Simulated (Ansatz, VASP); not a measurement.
# Cross-check of Ca2C between VASP and Ansatz, part 2 of 2

One calculation is typed for both programs; each brings its own data sets and cutoff. How far apart do they land? The cell is generated by rule, not measured, and may not be a known phase. The cell is taken from a series of VASP runs on this material, whose earlier steps may have relaxed, scaled or displaced it; both programs get it as it stands.

VASP 6.6.1 and Ansatz 0.2.0.

So far. Step 2 (VASP: band structure, LDA, spin-orbit coupling): The run ends at a pressure of 9.92 GPa.

The structure was built from a prototype and need not be the compound's stable phase.

## (3) Ansatz: band structure, LDA, spin-orbit coupling

Level of this step: Ansatz beside VASP: Kohn-Sham DFT, plane waves, LDA, spin-orbit coupling (Ansatz).

Ansatz runs on its fully relativistic PAW (standard-fr) files.

The same cell, functional (in two slightly different forms), mesh and smearing now go to Ansatz, which takes its cutoff from its data sets.

input.yaml reads:

```yaml
crystal:
  lattice:
    - [0.0, 2.93767, 2.93767]
    - [2.93767, 0.0, 2.93767]
    - [2.93767, 2.93767, 0.0]
  atoms:
    - { symbol: C, position: [0.0, 0.0, 0.0] }
    - { symbol: Ca, position: [0.25, 0.25, 0.25] }
    - { symbol: Ca, position: [0.75, 0.75, 0.75] }
hamiltonian:
  xc: lda
  pseudopotentials: { kind: paw_fr }
magnetization:
  noncollinear: true
  spin_orbit: true
kpoints:
  mp_grid: { grid: [8, 8, 8] }
  band_path:
    path:
      - [0.0, 0.0, 0.0]
      - [0.16667, 0.0, 0.16667]
      - [0.33333, 0.0, 0.33333]
      - [0.5, 0.0, 0.5]
      - [0.5, 0.08333, 0.58333]
      - [0.5, 0.18333, 0.68333]
      - [0.5, 0.25, 0.75]
      - [0.45, 0.3, 0.75]
      - [0.40833, 0.34167, 0.75]
      - [0.35, 0.35, 0.7]
      - [0.225, 0.225, 0.45]
      - [0.075, 0.075, 0.15]
      - [0.03333, 0.03333, 0.03333]
      - [0.23333, 0.23333, 0.23333]
      - [0.4, 0.4, 0.4]
      - [0.51667, 0.46667, 0.51667]
      - [0.55833, 0.38333, 0.55833]
      - [0.60833, 0.28333, 0.60833]
      - [0.60833, 0.25, 0.64167]
      - [0.55833, 0.25, 0.69167]
      - [0.51667, 0.25, 0.73333]
      - [0.5, 0.3, 0.7]
      - [0.5, 0.38333, 0.61667]
      - [0.5, 0.48333, 0.51667]
      - [0.475, 0.475, 0.55]
      - [0.425, 0.425, 0.65]
      - [0.38333, 0.38333, 0.73333]
      - [0.59167, 0.18333, 0.59167]
      - [0.55, 0.1, 0.55]
      - [0.5, 0.0, 0.5]
    npoints: 1
scf:
  occupations: { method: gaussian, width: 0.02 }
  n_extra_bands: 14
output:
  forces: true
  stress: true
  eigenvalues: true
```

Started as:

```sh
$ ansatz run input.yaml --threads 2 --pin off --max-ram 4608MiB --backend cpu --events-out ev --progress --plain --runs-dir out
```

Numbers of over 12 decimals in the logs are rounded to 6 here.

Output:

```text
scf.n_extra_bands = 14 over 24 filled bands (N_el = 24.0): the run solves 38 bands
Engine: ansatz 0.2.0, x86_64-unknown-linux-gnu
Pseudopotentials: kind: paw_fr
Pseudopotential: C, paw_fr, valence charge 4, recommended cutoff 420 eV (normal), C.paw.azcp#standard-fr
Pseudopotential: Ca, paw_fr, valence charge 10, recommended cutoff 420 eV (normal), Ca.paw.azcp#standard-fr
Functional definition: SPW92
  exchange = slater_x
  correlation = pw_c
non-collinear run that drives no moment, with spin-orbit: no starting moment large enough to seed its density (crystal.atoms[].spin), no starting occupations that ask for one, no magnetisation constraint and no magnetic field, so the semilocal B_xc is pinned to zero
Crystal: 3 atoms, lattice volume = 50.704 Å³
Basis set: ecut = 420 eV, 965 PW (Γ)
Bands: 38, of which v1, the nominal top of the filled ones, is band 24 counted from 1 (23 counted from 0)
Symmetry: 48 space group operations + 48 with time reversal
Magnetic group: BNS 225.117 (UNI 1619), of the structure as read, at distance tolerance 3.7e-5 Å
k-points: 29 of 512
Projection manifold: j_resolved (fully-relativistic pseudo-atomic orbitals)
Non-local potential: C, projectors of the file, l = 0: 2, l = 1: 4, l = 2: 2
Non-local potential: Ca, projectors of the file, l = 0: 3, l = 1: 4, l = 2: 4
PAW form: soft (Blöchl's): semilocal exchange-correlation on the pseudo side does not see the compensation charge
PAW frozen core: C, regenerated for the run's functional, and the local potential with it (the file was generated under x = pbe(κ = 0.804, μ = 0.219515), c = pbe(β = 0.066725))
PAW frozen core: Ca, regenerated for the run's functional, and the local potential with it (the file was generated under x = pbe(κ = 0.804, μ = 0.219515), c = pbe(β = 0.066725))
PAW one-centre angular grid: C, 110 points (default); XC on 64 Gauss nodes
PAW one-centre angular grid: Ca, 110 points (default); XC on 64 Gauss nodes
Initial density: superposition of atomic densities (chi_scale 0.1, normalization cell, long waves kept (reshape's long-wave potential 0.00 eV rms))
Initial wavefunctions: pseudopotential atomic-orbital guess
Functional: x = slater, c = lda
SCF iter   1: F=—  HF=-3788.108111 eV  |F-HF|=—  |Δ(HF+E_count)|=         —  Δρ=5.21e-2  dr2=3.01e0  dr2_m=0.00e0 (ungated)  ethr=3.10e-3  |M|=0.00e0 ∫|m|=0.00e0 μB  |m|>n=0.0e0 m-floor=0.0e0 τ_xc=0.0e0  β_m=0.30  ⟨swp⟩=7.6  Hψ=2942  notcnv=0  defer=42
preconditioner: auto → none  [insulator: Δε(μ)=1.159 eV  Ē_g=17.994 eV  σ=0.020 eV  W_gap=1.00  n_scr=14 (ndim 8)  ℏωp=23.3 eV  f_vac=0.000  D(μ)=0.00/eV (n_scr^D=0)  ε∞_Penn≈2.7]
SCF iter   2: F=—  HF=-3787.486681 eV  |F-HF|=—  |Δ(HF+E_count)|=   6.21e-1  Δρ=2.82e-2  dr2=3.82e-1  dr2_m=0.00e0 (ungated)  ethr=3.10e-3  |M|=0.00e0 ∫|m|=0.00e0 μB  |m|>n=0.0e0 m-floor=0.0e0 τ_xc=0.0e0  β_m=0.31  ⟨swp⟩=2.0  Hψ=867  notcnv=0  defer=238
preconditioner: auto → Kerker (q_TF=auto, 2.409 Å⁻¹)  [metal: Δε(μ)=0.018 eV  Ē_g=17.721 eV  σ=0.020 eV  W_gap=0.46  n_scr=14 (ndim 8)  ℏωp=23.3 eV  f_vac=0.000  D(μ)=0.85/eV (n_scr^D=0)]
spin=Noncollinear: Kerker preconditioning applied to the charge; magnetization (m_x, m_y, m_z) channels mix plain (no charge-response kernel on spin).
SCF iter   3: F=—  HF=-3787.435240 eV  |F-HF|=—  |Δ(HF+E_count)|=   5.14e-2  Δρ=1.90e-2  dr2=2.08e-1  dr2_m=0.00e0 (ungated)  ethr=1.59e-3  |M|=0.00e0 ∫|m|=0.00e0 μB  |m|>n=0.0e0 m-floor=0.0e0 τ_xc=0.0e0  β_m=0.61  ⟨swp⟩=2.0  Hψ=540  notcnv=0  defer=238
SCF iter   4: F=—  HF=-3787.385652 eV  |F-HF|=—  |Δ(HF+E_count)|=   4.96e-2  Δρ=4.71e-3  dr2=2.04e-2  dr2_m=0.00e0 (ungated)  ethr=8.65e-4  |M|=0.00e0 ∫|m|=0.00e0 μB  |m|>n=0.0e0 m-floor=0.0e0 τ_xc=0.0e0  β_m=0.74  ⟨swp⟩=2.1  Hψ=617  notcnv=0  defer=238
SCF iter   5: F=—  HF=-3787.383382 eV  |F-HF|=—  |Δ(HF+E_count)|=   2.27e-3  Δρ=2.82e-3  dr2=8.93e-3  dr2_m=0.00e0 (ungated)  ethr=8.51e-5  |M|=0.00e0 ∫|m|=0.00e0 μB  |m|>n=0.0e0 m-floor=0.0e0 τ_xc=0.0e0  β_m=0.87  ⟨swp⟩=2.0  Hψ=628  notcnv=0  defer=238
SCF iter   6: F=—  HF=-3787.382041 eV  |F-HF|=—  |Δ(HF+E_count)|=   1.34e-3  Δρ=6.63e-4  dr2=4.62e-4  dr2_m=0.00e0 (ungated)  ethr=3.72e-5  |M|=0.00e0 ∫|m|=0.00e0 μB  |m|>n=0.0e0 m-floor=0.0e0 τ_xc=0.0e0  β_m=0.93  ⟨swp⟩=1.9  Hψ=533  notcnv=0  defer=238
SCF iter   7: F=—  HF=-3787.381984 eV  |F-HF|=—  |Δ(HF+E_count)|=   5.73e-5  Δρ=2.04e-4  dr2=4.55e-5  dr2_m=0.00e0 (ungated)  ethr=1.92e-6  |M|=0.00e0 ∫|m|=0.00e0 μB  |m|>n=0.0e0 m-floor=0.0e0 τ_xc=0.0e0  β_m=0.97  ⟨swp⟩=1.0  Hψ=433  notcnv=0  defer=238
SCF iter   8: F=—  HF=-3787.381978 eV  |F-HF|=—  |Δ(HF+E_count)|=   5.67e-6  Δρ=4.06e-5  dr2=1.90e-6  dr2_m=0.00e0 (ungated)  ethr=1.89e-7  |M|=0.00e0 ∫|m|=0.00e0 μB  |m|>n=0.0e0 m-floor=0.0e0 τ_xc=0.0e0  β_m=0.98  ⟨swp⟩=1.4  Hψ=546  notcnv=0  defer=238
SCF iter   9: F=-3787.381978 eV  HF=-3787.381978 eV  |F-HF|=4.30e-8  |Δ(HF+E_count)|=   2.39e-7  Δρ=7.47e-6  dr2=6.37e-8  dr2_m=0.00e0 (ungated)  ethr=4.17e-10  |M|=0.00e0 ∫|m|=0.00e0 μB  |m|>n=0.0e0 m-floor=0.0e0 τ_xc=0.0e0  ⟨swp⟩=9.2  Hψ=2750  notcnv=0
SCF 1 converged in 9 iterations: F = -3787.381978 eV  dr2 = 6.37e-8
  greatest PAW one-centre occupation: 0.996 electrons in one spin orbital (limit 2), on the Ca atom at site 2 (counted from 0), in its partial waves of l = 0
NSCF: frozen V_eff on 30 k-points
SCF converged after 9 iterations
Magnetization: |M| = 0.0000 μB,  M = (+0.0000, +0.0000, +0.0000) μB
Absolute magnetization: 0.0000 μB (∫|m|)
  site 0: m = (+0.0000, +0.0000, +0.0000) μB, |m| = 0.0000 μB  (R = 1.05 Å)
  site 1: m = (+0.0000, +0.0000, +0.0000) μB, |m| = 0.0000 μB  (R = 1.05 Å)
  site 2: m = (+0.0000, +0.0000, +0.0000) μB, |m| = 0.0000 μB  (R = 1.05 Å)
Free energy (F): -3787.381978 eV
Harris-Foulkes:  -3787.381978 eV  (|F-HF|=4.30e-8)
Internal energy: -3787.381878 eV  (E = F + TS)
E sigma→0 (E₀):  -3787.381928 eV
Entropy (-TS):   -0.000099 eV (-0.033 meV/atom)
Fermi energy:    9.555421 eV
--- Per-component energies (eV) ---
  E_band       = -201.274377
  E_kinetic    = 651.085688
  E_local      = -1364.736564  (includes V_loc(G=0)·N_el)
  E_nonlocal   = 163.141908
  E_hartree    = 446.054548
  E_xc         = -321.507043
  E_vxc        = -403.756537  (∫ρ·V_xc dr)
  E_paw        = -1724.156669  (= ΣΔE_a)
  E_vpaw       = -139.115989  (= ΣTr[D̂ρ^β])
  E_aug_tail   = -0.000002  (compensation charges beyond the density's cutoff)
  E_ewald      = -1637.894346
  E_core_change = 0.630600  (= ΣΔE_core)
  E_smearing   = -0.000099  (= −TS)
  E_closure    = -0.000000  (closes the sum)
  Σ components = -3787.381978   (vs F -3787.381978, Δ=0.00e0)
--- Forces (eV/Å), atoms counted from 1 ---
  atom   1  C     -0.00000000     0.00000000    -0.00000000
  atom   2  Ca    -0.00000000    -0.00000000     0.00000000
  atom   3  Ca    -0.00000000     0.00000000    -0.00000000
  max |Σ_I F_I| component: 5.55e-17 eV/Å
--- Stress (GPa, compression-positive) ---
        9.438681      -0.000000       0.000000
        0.000000       9.438681       0.000000
        0.000000       0.000000       9.438681
  P = ⅓ Tr σ = 9.4387 GPa (94.387 kbar)
--- Band table (eV; the first three rows and the last of 29) ---
  k-point 0: bands = [... 20 lower, 7.8744, 7.8744, 7.8744, 7.8744, 10.9616, 10.9616, 11.0376, 11.0376, ... 10 higher]
  k-point 1: bands = [... 20 lower, 7.9927, 7.9927, 7.9963, 7.9963, 11.1732, 11.1732, 11.1749, 11.1749, ... 10 higher]
  k-point 2: bands = [... 20 lower, 8.3091, 8.3091, 8.3163, 8.3163, 11.5701, 11.5701, 11.5759, 11.5759, ... 10 higher]
  k-point 28: bands = [... 20 lower, 8.2894, 8.2894, 9.4897, 9.4897, 9.6581, 9.6581, 12.5912, 12.5912, ... 10 higher]
```

Wall time 5.8 s (2 threads of Intel Xeon Platinum 8488C (Sapphire Rapids), shared host); peak memory 0.46 GiB; 10 s of CPU time.

Reading the cycles: dr2 is the Hartree energy of the density residual (eV), the measure of convergence; HF is the Harris–Foulkes estimate of the energy, which meets the free energy F at convergence.

## (4) Differences

Known differences besides the potentials themselves: spin-orbit coupling enters by fully relativistic files in Ansatz and inside the spheres in VASP; the two LDA forms differ slightly; the cutoff is 420 eV in Ansatz and 520 eV in VASP; VASP's log shows a relativistic correction to its local exchange, Ansatz's none. Total energies have different zeros and are not compared.

The two programs side by side:

| quantity | Ansatz | VASP | difference |
| --- | --- | --- | --- |
| pressure (GPa) | 9.44 | 9.92 | -0.49 |
| pressure without Ansatz's Pulay correction (GPa) | 9.31 | 9.92 | -0.61 |

Levels from 3 eV below to 2 eV above the Fermi level differ by 9 meV r.m.s. and 18 meV at most; each VASP level is matched to the nearest of Ansatz, which flatters the figure a little. Ansatz's pressure holds a Pulay correction of 0.13 GPa; VASP's holds none.

## (5) Outcome

```
r.m.s. difference of levels near the Fermi level (band structure, LDA, spin-orbit coupling) : 8.6 meV
```

In words: The r.m.s. difference of levels near the Fermi level is 8.6 meV (band structure, LDA, spin-orbit coupling), within the 80 meV picked in this series as the mark of a large difference. 1 further run of this series is not shown here. Such differences can come from data sets, numerical settings and the points named under the comparisons, not from the functional's error against experiment.

[Lines on the potential files, build, host, timing and source positions are cut from VASP's logs without a mark.]

[Logs are printed without paths, hosts, clocks, repeated set-up lines and the standing remarks that a program may print on its own settings, such as how far it seeks lower states.]

[Hosts, paths, dates, database ids (printed as entryN), source tags and the programs' standing remarks are cut or masked in the printed files.]
